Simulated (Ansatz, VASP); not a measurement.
# ZnGe in two plane-wave programs, part 2 of 2

Aim: how closely do two programs agree when they are given the same cell, functional and k mesh? The cell is invented: As first built, before any earlier steps moved the atoms (in the runner's words): it takes the TiZn structure with some of its atoms replaced by other elements, volume scaled by an estimate. It may not be a known or stable phase. The cell is taken from a series of VASP runs on this material, whose earlier steps may have relaxed, scaled or displaced it; both programs get it as it stands. Other levels of theory on this material are compared in a session of their own.

VASP 6.6.1 and Ansatz 0.2.0.

So far. Step 2 (VASP: band structure, PBE): The run ends at a pressure of -1.04 GPa.

## (6) VASP: band structure, LDA

Level of this step: LDA; plane waves and PAW (Ge_d, Zn); invented cell (VASP).

The same cell, functional (in two slightly different forms), mesh and smearing now go to VASP, with its own data sets and cutoff.

INCAR reads:

```
SYSTEM = ZnGe
PREC = Accurate
ENCUT = 410
EDIFF = 1E-06
NELM = 100
ISMEAR = 0
SIGMA = 0.02
LREAL = .FALSE.
ALGO = Normal
GGA = CA
LORBIT = 11
LWAVE = .FALSE.
LCHARG = .FALSE.
KPAR = 4
```

POSCAR reads:

```
ZnGe
1.0
    3.2898053742      0.0000000000      0.0000000000
    0.0000000000      3.2898053742      0.0000000000
    0.0000000000      0.0000000000      3.2898053742
Ge Zn
1 1
Direct
    0.5000000000      0.5000000000      0.5000000000
    0.0000000000      0.0000000000      0.0000000000
```

KPOINTS reads:

```
Automatic mesh
0
Gamma
4 4 4
0 0 0
```

KPOINTS_OPT reads:

```
Line mode
16
Line-mode
Reciprocal
  0.00000000   0.00000000   0.00000000 GAMMA
  0.00000000   0.50000000   0.00000000 X

  0.00000000   0.50000000   0.00000000 X
  0.50000000   0.50000000   0.00000000 M

  0.50000000   0.50000000   0.00000000 M
  0.00000000   0.00000000   0.00000000 GAMMA

  0.00000000   0.00000000   0.00000000 GAMMA
  0.50000000   0.50000000   0.50000000 R

  0.50000000   0.50000000   0.50000000 R
  0.00000000   0.50000000   0.00000000 X

  0.50000000   0.50000000   0.00000000 M
  0.50000000   0.50000000   0.50000000 R
```

PAW data sets: Ge_d and Zn (PBE family, release 64).

The run is started by

```bash
> mpirun -np 4 vasp_std
```

Numbers of over 12 decimals in the logs are rounded to 6 here.

The program printed:

```text
[banner, memory and clock lines left out]
running    4 mpi-ranks, on    1 nodes
[...]
|                                                                             |
|               ----> ADVICE to this user running VASP <----                  |
|                                                                             |
|     You enforced a specific xc type in the INCAR file but a different       |
|     [... a line on the potential file left out ...]
|     I HOPE YOU KNOW WHAT YOU ARE DOING!                                     |
|                                                                             |

 LDA part: xc-table for (Slater(with rela. corr.)+CA(PZ))
 , standard interpolation
 POSCAR, INCAR and KPOINTS ok, starting setup
[...]
entering main loop
       N       E                     dE             d eps       ncg     rms          rms(c)
DAV:   1     0.111734382005E+03    0.11173E+03   -0.12327E+04   348   0.329E+03
DAV:   2     0.393787940900E+01   -0.10780E+03   -0.10660E+03   340   0.399E+02
[...]
DAV:  12    -0.663821888259E+01   -0.10709E-06   -0.52166E-06   396   0.380E-02
   1 F= -.66382189E+01 E0= -.66371842E+01  d E =-.206938E-02
 Start KPOINTS_OPT (optional k-point list driver)
k-point batch [1-10\96]
       N       E                     dE             ncg
DAV:   1    -0.945975589376E+03   -0.25379E+04      340
DAV:   2    -0.213674206803E+04   -0.11908E+04      348
DAV:   3    -0.226095663149E+04   -0.12421E+03      346
DAV:   4    -0.226340089592E+04   -0.24443E+01      375
DAV:   5    -0.226343118978E+04   -0.30294E-01      355
DAV:   6    -0.226343191603E+04   -0.72625E-03      392
DAV:   7    -0.226343194096E+04   -0.24933E-04      365
DAV:   8    -0.226343194198E+04   -0.10172E-05      274
DAV:   9    -0.226343194206E+04   -0.75219E-07      181
[...]
k-point batch [91-96\96]
       N       E                     dE             ncg
DAV:   1     0.346490776978E+04   -0.71154E+04      213
DAV:   2     0.281926229078E+04   -0.64565E+03      204
DAV:   3     0.275920559857E+04   -0.60057E+02      228
DAV:   4     0.275797769317E+04   -0.12279E+01      230
DAV:   5     0.275795754112E+04   -0.20152E-01      212
DAV:   6     0.275795701746E+04   -0.52366E-03      265
DAV:   7     0.275795700719E+04   -0.10271E-04      208
DAV:   8     0.275795700688E+04   -0.30126E-06      137
```

Parts of OUTCAR (step 6):

```text
  Total       -1.5539284     -1.5539284     -1.5539284      0.0000000      0.0000000     -0.0000000
  in kB      -69.9247590    -69.9247590    -69.9247590      0.0000000      0.0000000     -0.0000000
  external PRESSURE =     -69.9247590 kB  Pullay stress =       0.0000000 kB

  FREE ENERGIE OF THE ION-ELECTRON SYSTEM (eV)
  ---------------------------------------------------
  free  energy   TOTEN  =        -6.6382188826 eV

  energy  without entropy=       -6.6361494989  energy(sigma->0) =       -6.63718419

[... 3 parts as in an earlier step ...]

[... 1 further part left out ...]
[key lines of the parts left out:]
E-fermi :   3.8673
```

The PAW data sets were made with PBE, though LDA sets exist; this is a small mismatch. At this level the cell is under a tension of 7.0 GPa, so at these settings it is away from equilibrium.

## (7) Differences

What differs besides the data sets and the points named for the pairs above, as far as they apply: the two LDA forms differ slightly; Ansatz makes its cores anew for this functional, VASP keeps those of its PBE data sets; VASP's log shows a relativistic correction to its local exchange, Ansatz's none. Total energies have different zeros and are not compared.

Compared:

```
      quantity  Ansatz   VASP  difference
pressure (GPa)   -6.84  -6.99       +0.15
```

Levels from 3 eV below to 2 eV above the Fermi level differ by 10 meV r.m.s. and 16 meV at most; each VASP level is matched to the nearest of Ansatz, which flatters the figure a little. Ansatz's pressure holds a Pulay correction of 0.04 GPa; VASP's holds none.

## (8) Ansatz: band structure, r2SCAN

A single point gives forces, pressure and levels at one fixed geometry, so differences don't come from the geometry; what else differs is listed under the comparison.

The cell is taken from a series of VASP runs on this material, whose earlier steps may have relaxed, scaled or displaced it; both programs get it as it stands.

input.yaml reads:

```yaml
crystal:
  lattice:
    - [3.2898053742, 0.0, 0.0]
    - [0.0, 3.2898053742, 0.0]
    - [0.0, 0.0, 3.2898053742]
  atoms:
    - { symbol: Ge, position: [0.5, 0.5, 0.5] }
    - { symbol: Zn, position: [0.0, 0.0, 0.0] }
hamiltonian:
  xc: r2scan
  pseudopotentials: { kind: paw }
kpoints:
  mp_grid: { grid: [4, 4, 4] }
  band_path:
    path:
      - [0.0, 0.0, 0.0]
      - [0.0, 0.1, 0.0]
      - [0.0, 0.2, 0.0]
      - [0.0, 0.3, 0.0]
      - [0.0, 0.43333, 0.0]
      - [0.0, 0.5, 0.0]
      - [0.1, 0.5, 0.0]
      - [0.2, 0.5, 0.0]
      - [0.33333, 0.5, 0.0]
      - [0.43333, 0.5, 0.0]
      - [0.5, 0.5, 0.0]
      - [0.36667, 0.36667, 0.0]
      - [0.26667, 0.26667, 0.0]
      - [0.16667, 0.16667, 0.0]
      - [0.06667, 0.06667, 0.0]
      - [0.03333, 0.03333, 0.03333]
      - [0.13333, 0.13333, 0.13333]
      - [0.23333, 0.23333, 0.23333]
      - [0.33333, 0.33333, 0.33333]
      - [0.46667, 0.46667, 0.46667]
      - [0.46667, 0.5, 0.46667]
      - [0.36667, 0.5, 0.36667]
      - [0.23333, 0.5, 0.23333]
      - [0.13333, 0.5, 0.13333]
      - [0.03333, 0.5, 0.03333]
      - [0.5, 0.5, 0.03333]
      - [0.5, 0.5, 0.16667]
      - [0.5, 0.5, 0.26667]
      - [0.5, 0.5, 0.36667]
      - [0.5, 0.5, 0.5]
    npoints: 1
scf:
  occupations: { method: gaussian, width: 0.02 }
  n_extra_bands: 7
output:
  forces: true
  stress: true
  eigenvalues: true
```

The run is started by

```bash
> ansatz run input.yaml --threads 2 --pin off --max-ram 4608MiB --backend cpu --events-out ev --progress --plain --runs-dir out
```

The program printed:

```text
[...]
Crystal: 2 atoms, lattice volume = 35.605 Å³
Basis set: ecut = 500 eV, 895 PW (Γ), exchange–correlation on 96×96×96 points (64 copies of the dense FFT grid, shifted against one another)
Bands: 20, of which v1, the nominal top of the filled ones, is band 13 counted from 1 (12 counted from 0)
Symmetry: 48 space group operations
[...]
k-points: 10 of 64
[...]
k-point 0: bands = [... 9 lower, 2.8823, 2.8823, 11.6387, 11.6387, 11.6387, 12.7020, 16.6898, 16.6898, ... 3 higher]
  k-point 1: bands = [... 9 lower, 2.7971, 2.8872, 6.7642, 12.6191, 12.6191, 14.5820, 17.3939, 20.7362, ... 3 higher]
  k-point 2: bands = [... 9 lower, 2.7165, 2.8922, 3.8286, 14.3973, 14.3973, 16.5452, 17.5404, 17.5592, ... 3 higher]
  k-point 9: bands = [... 9 lower, 3.0156, 4.8155, 9.4831, 9.4831, 9.4831, 11.3051, 11.3051, 11.3051, ... 3 higher]
[key lines of the parts left out:]
SCF converged after 7 iterations
Free energy (F): -7627.919671 eV
Fermi energy:    9.818185 eV
P = ⅓ Tr σ = -3.3484 GPa (-33.484 kbar)
```

Elapsed: 2.8 s, on 2 threads of Arm Neoverse N1, shared host; peak memory 0.34 GiB; 4.8 s of CPU time.

## (9) VASP: band structure, r2SCAN

The same cell, functional, mesh and smearing now go to VASP, with its own data sets and cutoff.

INCAR: that of step 6 with these lines changed.

```diff
@@ -9,3 +9,4 @@
 ALGO = Normal
-GGA = CA
+METAGGA = R2SCAN
+LASPH = .TRUE.
 LORBIT = 11
```

POSCAR is that of step 6.

KPOINTS is that of step 6.

KPOINTS_OPT is that of step 6.

The run is started by

```bash
> mpirun -np 4 vasp_std
```

The program printed:

```text
[banner, memory and clock lines left out]
running    4 mpi-ranks, on    1 nodes
[...]
[... a notice as in an earlier step ...]

 LDA part: xc-table for (None), standard interpolation
 POSCAR, INCAR and KPOINTS ok, starting setup
[...]
entering main loop
       N       E                     dE             d eps       ncg     rms          rms(c)
DAV:   1     0.926338332478E+02    0.92634E+02   -0.12706E+04   356   0.338E+03
DAV:   2    -0.142875887884E+02   -0.10692E+03   -0.10590E+03   340   0.408E+02
DAV:   3    -0.248872150841E+02   -0.10600E+02   -0.10571E+02   392   0.112E+02
DAV:   4    -0.251065622375E+02   -0.21935E+00   -0.21928E+00   371   0.161E+01
[...]
DAV:  14    -0.221140291957E+02    0.12608E-05   -0.65960E-06   382   0.431E-02    0.117E-03
DAV:  15    -0.221140304631E+02   -0.12674E-05   -0.25082E-07   200   0.565E-03    0.134E-03
DAV:  16    -0.221140306196E+02   -0.15656E-06   -0.55947E-08   200   0.400E-03
   1 F= -.22114031E+02 E0= -.22112996E+02  d E =-.206938E-02
 Start KPOINTS_OPT (optional k-point list driver)
k-point batch [1-10\96]
       N       E                     dE             ncg
DAV:   1    -0.969742354738E+03   -0.25617E+04      340
DAV:   2    -0.218940217631E+04   -0.12197E+04      348
DAV:   3    -0.231963240367E+04   -0.13023E+03      346
DAV:   4    -0.232223178314E+04   -0.25994E+01      366
DAV:   5    -0.232226390683E+04   -0.32124E-01      354
DAV:   6    -0.232226469561E+04   -0.78879E-03      384
DAV:   7    -0.232226472424E+04   -0.28628E-04      354
DAV:   8    -0.232226472545E+04   -0.12060E-05      316
DAV:   9    -0.232226472552E+04   -0.73793E-07      183
[...]
k-point batch [91-96\96]
       N       E                     dE             ncg
DAV:   1     0.343249745251E+04   -0.71478E+04      221
DAV:   2     0.278209685160E+04   -0.65040E+03      204
DAV:   3     0.272382059256E+04   -0.58276E+02      220
DAV:   4     0.272262528900E+04   -0.11953E+01      232
DAV:   5     0.272260887779E+04   -0.16411E-01      212
DAV:   6     0.272260851700E+04   -0.36079E-03      248
DAV:   7     0.272260850668E+04   -0.10319E-04      196
DAV:   8     0.272260850632E+04   -0.35540E-06      144
```

From OUTCAR (step 9):

```text
  Total       -0.8528377     -0.8528377     -0.8528377      0.0000000      0.0000000     -0.0000000
  in kB      -38.3765897    -38.3765897    -38.3765897      0.0000000      0.0000000     -0.0000000
  external PRESSURE =     -38.3765897 kB  Pullay stress =       0.0000000 kB

  FREE ENERGIE OF THE ION-ELECTRON SYSTEM (eV)
  ---------------------------------------------------
  free  energy   TOTEN  =       -22.1140306196 eV

  energy  without entropy=      -22.1119612359  energy(sigma->0) =      -22.11299593

[... 3 parts as in an earlier step ...]

[... 1 further part left out ...]
[key lines of the parts left out:]
E-fermi :   4.1424
```

At this level the cell is under a tension of 3.8 GPa, so at these settings it is away from equilibrium.

## (10) Comparison

What differs besides the data sets and the points named for the pairs above, as far as they apply: VASP keeps PBE cores, Ansatz makes them for the functional; the cutoff is 500 eV in Ansatz and 410 eV in VASP. Total energies have different zeros and are not compared.

Both answers:

```
                                        quantity  Ansatz   VASP  difference
                                  pressure (GPa)   -3.35  -3.84       +0.49
pressure without Ansatz's Pulay correction (GPa)   -3.41  -3.84       +0.43
```

Levels from 3 eV below to 2 eV above the Fermi level differ by 3 meV r.m.s. and 6 meV at most; each VASP level is matched to the nearest of Ansatz, which flatters the figure a little. Ansatz's pressure holds a Pulay correction of 0.06 GPa; VASP's holds none.

## (11) What came out

```json
{"r.m.s. difference of levels near the Fermi level (band structure, PBE)": "3.2 meV", "r.m.s. difference of levels near the Fermi level (band structure, LDA)": "10 meV", "r.m.s. difference of levels near the Fermi level (band structure, r2SCAN)": "3.2 meV"}
```

What this shows: The r.m.s. difference of levels near the Fermi level is 10 meV (band structure, LDA), within the 80 meV picked in this series as the mark of a large difference. 3 further runs of this series are not shown here. Such differences can come from data sets, numerical settings and the points named under the comparisons, not from the functional's error against experiment.

[Lines on the potential files, build, host, timing and source positions are cut from VASP's logs without a mark.]

[Logs are printed without paths, hosts, clocks, repeated set-up lines and the standing remarks that a program may print on its own settings, such as how far it seeks lower states.]

[Hosts, paths, dates, database ids (printed as entryN), source tags and the programs' standing remarks are cut or masked in the printed files.]

[VASP's PBE data sets in a run with another functional are called a small mismatch above; for pressures it isn't always small: they can move by 1 GPa and more.]
